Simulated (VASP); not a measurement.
```
LaSi
1.0
    5.29261     0.00000     0.00000
   -2.64631     4.58354     0.00000
    0.00000     0.00000     5.85966
La Si
2 2
Direct
  0.33333   0.66667   0.93750
  0.66667   0.33333   0.43750
  0.33333   0.66667   0.43750
  0.66667   0.33333   0.93750
```

Method: PBEsol GGA, VASP's PBE PAW potentials (set 64) (plane waves; VASP). Run with 400 eV cut-off, 8×8×6 Γ-centred mesh, tetrahedra with Blöchl corrections, potentials La Si.

The cores are frozen, which limits the accuracy of field gradients.

Task: Give the principal components of the electric field gradient (V/Å²) and the asymmetry η at each nucleus.

Result: 
```csv
atom,Vxx,Vyy,Vzz,η
La1,-44.6,-44.6,89.2,0.00
La2,-44.6,-44.6,89.2,0.00
Si3,-17.4,-17.4,34.7,0.00
Si4,-17.4,-17.4,34.7,0.00
```

The structure was generated: LaSi was put into the wurtzite type (P6_3mc), which need not be its known phase. It was relaxed first, which changed the volume by -28 %. The relaxed cell has space group P6_3/mmc.
